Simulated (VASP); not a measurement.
Method: r2SCAN meta-GGA, VASP's PBE PAW potentials (set 64) (plane waves; VASP).

VASP ran on this input.

### POSCAR
```
WC
1.0
  2.9214800000   0.0000000000   0.0000000000
  0.0000000000   2.9214800000   0.0000000000
  0.0000000000   0.0000000000   2.9214800000
W C
1 1
Cart
  0.0000000000   0.0000000000   0.0000000000
  1.4607400000   1.4607400000   1.4607400000
```

INCAR:
```
ALGO  =  Normal
EDIFF  =  1E-6
EDIFFG  =  -0.01
ENCUT  =  520
IBRION  =  2
ISIF  =  3
ISMEAR  =  0
LASPH  =  .TRUE.
LCHARG  =  .FALSE.
LMAXMIX  =  6
LMIXTAU  =  .TRUE.
LREAL  =  .FALSE.
LWAVE  =  .FALSE.
METAGGA  =  R2SCAN
NELM  =  100
NSW  =  60
PREC  =  Accurate
SIGMA  =  0.05
SYSTEM  =  WC
```

KPOINTS:
```
kpoints
0
gamma
 8 8 8
0 0 0
```

POTCAR, in this order: W_sv C (PBE.64 set). Program: vasp_std.

The run wrote:

**OSZICAR**
```
...
DAV:  13    -0.596633282350E+02   -0.55235E-06   -0.30348E-07   455   0.531E-03
   3 F= -.59663328E+02 E0= -.59662644E+02  d E =-.896220E+00
       N       E                     dE             d eps       ncg     rms          rms(c)
DAV:   1    -0.597304313202E+02   -0.67104E-01   -0.12169E+00   950   0.158E+01    0.285E+00
DAV:   2    -0.596885735118E+02    0.41858E-01   -0.13130E-01   935   0.415E+00    0.582E-01
DAV:   3    -0.596841598390E+02    0.44137E-02   -0.90781E-03   930   0.966E-01    0.234E-01
DAV:   4    -0.596829328925E+02    0.12269E-02   -0.35697E-03  1010   0.675E-01    0.230E-01
DAV:   5    -0.596813466408E+02    0.15863E-02   -0.12241E-03   910   0.437E-01    0.816E-02
DAV:   6    -0.596832624066E+02   -0.19158E-02   -0.75162E-04   910   0.309E-01    0.181E-02
DAV:   7    -0.596832472822E+02    0.15124E-04   -0.51628E-05  1075   0.582E-02    0.523E-03
DAV:   8    -0.596832452288E+02    0.20533E-05   -0.14862E-06   711   0.133E-02    0.641E-03
DAV:   9    -0.596832458651E+02   -0.63626E-06   -0.14907E-06   527   0.953E-03
   4 F= -.59683246E+02 E0= -.59682497E+02  d E =-.916138E+00
       N       E                     dE             d eps       ncg     rms          rms(c)
DAV:   1    -0.597151570449E+02   -0.31912E-01   -0.71462E-01   950   0.122E+01    0.223E+00
DAV:   2    -0.596906091244E+02    0.24548E-01   -0.74093E-02   930   0.315E+00    0.456E-01
DAV:   3    -0.596881244261E+02    0.24847E-02   -0.50391E-03   930   0.757E-01    0.175E-01
DAV:   4    -0.596874344329E+02    0.68999E-03   -0.20239E-03  1015   0.503E-01    0.176E-01
DAV:   5    -0.596864864357E+02    0.94800E-03   -0.74441E-04   910   0.347E-01    0.612E-02
DAV:   6    -0.596876528416E+02   -0.11664E-02   -0.45935E-04   910   0.246E-01    0.137E-02
DAV:   7    -0.596876445967E+02    0.82449E-05   -0.32360E-05  1070   0.466E-02    0.404E-03
DAV:   8    -0.596876431964E+02    0.14003E-05   -0.78901E-07   460   0.100E-02    0.445E-03
DAV:   9    -0.596876438520E+02   -0.65559E-06   -0.80931E-07   455   0.745E-03
   5 F= -.59687644E+02 E0= -.59686854E+02  d E =-.920536E+00
       N       E                     dE             d eps       ncg     rms          rms(c)
DAV:   1    -0.596899522085E+02   -0.23090E-02   -0.68899E-02   950   0.383E+00    0.682E-01
DAV:   2    -0.596876046931E+02    0.23475E-02   -0.71654E-03   935   0.965E-01    0.143E-01
DAV:   3    -0.596873698299E+02    0.23486E-03   -0.48382E-04   935   0.237E-01    0.525E-02
DAV:   4    -0.596873029720E+02    0.66858E-04   -0.18686E-04  1010   0.152E-01    0.529E-02
DAV:   5    -0.596872117985E+02    0.91174E-04   -0.72290E-05   910   0.108E-01    0.178E-02
DAV:   6    -0.596873190787E+02   -0.10728E-03   -0.45373E-05   910   0.772E-02    0.422E-03
DAV:   7    -0.596873183915E+02    0.68719E-06   -0.30763E-06   940   0.145E-02
   6 F= -.59687318E+02 E0= -.59686540E+02  d E =-.920211E+00
       N       E                     dE             d eps       ncg     rms          rms(c)
DAV:   1    -0.596873690444E+02   -0.49966E-04   -0.21552E-04   950   0.213E-01    0.383E-02
DAV:   2    -0.596873615886E+02    0.74558E-05   -0.23712E-05   930   0.550E-02    0.785E-03
DAV:   3    -0.596873610287E+02    0.55992E-06   -0.16558E-06   578   0.137E-02
   7 F= -.59687361E+02 E0= -.59686583E+02  d E =-.426372E-04
       N       E                     dE             d eps       ncg     rms          rms(c)
DAV:   1    -0.596875470836E+02   -0.18549E-03   -0.18805E-03   950   0.632E-01    0.112E-01
DAV:   2    -0.596874784874E+02    0.68596E-04   -0.19631E-04   935   0.161E-01    0.229E-02
DAV:   3    -0.596874725008E+02    0.59866E-05   -0.13032E-05   940   0.397E-02    0.924E-03
DAV:   4    -0.596874714371E+02    0.10638E-05   -0.55240E-06   985   0.251E-02    0.925E-03
DAV:   5    -0.596874695149E+02    0.19222E-05   -0.20818E-06   865   0.183E-02    0.285E-03
DAV:   6    -0.596874725172E+02   -0.30023E-05   -0.12628E-06   471   0.133E-02    0.810E-04
DAV:   7    -0.596874725082E+02    0.89685E-08   -0.12285E-07   455   0.362E-03
   8 F= -.59687473E+02 E0= -.59686692E+02  d E =-.154117E-03
       N       E                     dE             d eps       ncg     rms          rms(c)
DAV:   1    -0.596874740723E+02   -0.15551E-05   -0.48428E-07   455   0.104E-02    0.182E-03
DAV:   2    -0.596874740286E+02    0.43643E-07   -0.55297E-08   455   0.285E-03
   9 F= -.59687474E+02 E0= -.59686693E+02  d E =-.152041E-05
       N       E                     dE             d eps       ncg     rms          rms(c)
DAV:   1    -0.596874788101E+02   -0.47379E-05   -0.43071E-06   905   0.303E-02    0.547E-03
DAV:   2    -0.596874786000E+02    0.21010E-06   -0.43107E-07   455   0.781E-03
  10 F= -.59687479E+02 E0= -.59686698E+02  d E =-.609183E-05
       N       E                     dE             d eps       ncg     rms          rms(c)
DAV:   1    -0.596874883890E+02   -0.95788E-05   -0.16727E-05   950   0.600E-02    0.109E-02
DAV:   2    -0.596874876388E+02    0.75015E-06   -0.18060E-06   618   0.159E-02
  11 F= -.59687488E+02 E0= -.59686707E+02  d E =-.151306E-04
       N       E                     dE             d eps       ncg     rms          rms(c)
DAV:   1    -0.596875079966E+02   -0.19608E-04   -0.66841E-05   945   0.120E-01    0.217E-02
DAV:   2    -0.596875051461E+02    0.28506E-05   -0.74998E-06   930   0.319E-02    0.460E-03
DAV:   3    -0.596875049690E+02    0.17705E-06   -0.55947E-07   465   0.858E-03
  12 F= -.59687505E+02 E0= -.59686724E+02  d E =-.324608E-04
       N       E                     dE             d eps       ncg     rms          rms(c)
DAV:   1    -0.596875481211E+02   -0.42975E-04   -0.27251E-04   950   0.241E-01    0.421E-02
DAV:   2    -0.596875377093E+02    0.10412E-04   -0.29131E-05   930   0.621E-02    0.853E-03
DAV:   3    -0.596875369521E+02    0.75719E-06   -0.18090E-06   601   0.151E-02
  13 F= -.59687537E+02 E0= -.59686755E+02  d E =-.644439E-04
       N       E                     dE             d eps       ncg     rms          rms(c)
DAV:   1    -0.596876338889E+02   -0.96180E-04   -0.10928E-03   950   0.482E-01    0.848E-02
DAV:   2    -0.596875930324E+02    0.40856E-04   -0.11748E-04   935   0.124E-01    0.172E-02
DAV:   3    -0.596875895901E+02    0.34422E-05   -0.77853E-06   940   0.303E-02    0.731E-03
DAV:   4    -0.596875891138E+02    0.47631E-06   -0.32119E-06   910   0.194E-02
  14 F= -.59687589E+02 E0= -.59686806E+02  d E =-.116606E-03
       N       E                     dE             d eps       ncg     rms          rms(c)
DAV:   1    -0.596878116533E+02   -0.22206E-03   -0.44789E-03   950   0.974E-01    0.175E-01
DAV:   2    -0.596876627770E+02    0.14888E-03   -0.46521E-04   930   0.247E-01    0.366E-02
DAV:   3    -0.596876483910E+02    0.14386E-04   -0.34865E-05   930   0.640E-02    0.136E-02
DAV:   4    -0.596876450490E+02    0.33420E-05   -0.13064E-05  1000   0.420E-02    0.146E-02
DAV:   5    -0.596876407481E+02    0.43009E-05   -0.69546E-06   910   0.314E-02    0.555E-03
DAV:   6    -0.596876487761E+02   -0.80280E-05   -0.39386E-06   905   0.215E-02    0.111E-03
DAV:   7    -0.596876486771E+02    0.99024E-07   -0.27498E-07   455   0.438E-03
  15 F= -.59687649E+02 E0= -.59686862E+02  d E =-.176169E-03
       N       E                     dE             d eps       ncg     rms          rms(c)
DAV:   1    -0.596876824178E+02   -0.33642E-04   -0.73259E-04   950   0.394E-01    0.709E-02
DAV:   2    -0.596876566663E+02    0.25751E-04   -0.74432E-05   935   0.992E-02    0.148E-02
DAV:   3    -0.596876544882E+02    0.21782E-05   -0.49988E-06   930   0.246E-02    0.543E-03
DAV:   4    -0.596876541984E+02    0.28978E-06   -0.19478E-06   657   0.155E-02
  16 F= -.59687654E+02 E0= -.59686866E+02  d E =-.181690E-03
```

OUTCAR:
```
------------------------ aborting loop because EDIFF is reached ----------------------------------------
  FORCE on cell =-STRESS in cart. coord.  units (eV):
  Direction    XX          YY          ZZ          XY          YZ          ZX
  --------------------------------------------------------------------------------------
  Total       -0.0069522     -0.0069522     -0.0069522      0.0000000      0.0000000     -0.0000000
  in kB       -0.5523340     -0.5523340     -0.5523340      0.0000000      0.0000000     -0.0000000
  external PRESSURE =      -0.5523340 kB  Pullay stress =       0.0000000 kB
  volume of cell :       20.17
      direct lattice vectors                 reciprocal lattice vectors
     2.721925077 -0.000000000  0.000000000     0.367387041 -0.000000000 -0.000000000
     0.000000000  2.721925077  0.000000000     0.000000000  0.367387041  0.000000000
     0.000000000 -0.000000000  2.721925077    -0.000000000 -0.000000000  0.367387041
 POSITION                                       TOTAL-FORCE (eV/Angst)
 -----------------------------------------------------------------------------------
      2.72193      2.72193      0.00000        -0.000000     -0.000000      0.000000
      1.36096      1.36096      1.36096         0.000000      0.000000     -0.000000
 -----------------------------------------------------------------------------------
    total drift:                                0.000000     -0.000000     -0.000000
  FREE ENERGIE OF THE ION-ELECTRON SYSTEM (eV)
  ---------------------------------------------------
  free  energy   TOTEN  =       -59.6876541984 eV

  energy  without entropy=      -59.6860786036  energy(sigma->0) =      -59.68686640

 reached required accuracy - stopping structural energy minimisation
```
(Selected blocks of OUTCAR.)

### CONTCAR
```
WC
   1.00000000000000
     2.7219250765627816   -0.0000000000000000    0.0000000000000000
     0.0000000000000000    2.7219250765627816    0.0000000000000000
     0.0000000000000000   -0.0000000000000000    2.7219250765627816
  W               C
     1     1
Direct
     1.0000000000000000    1.0000000000000000    0.0000000000000000
     0.5000000000000000    0.5000000000000000    0.5000000000000000
```

Energy and stress use the plane-wave basis of the starting cell.

The structure was generated: WC was put into the CsCl type (Pm-3m), which need not be its known phase. This run relaxes it. Symmetry was kept, so distortions that lower it aren't found.
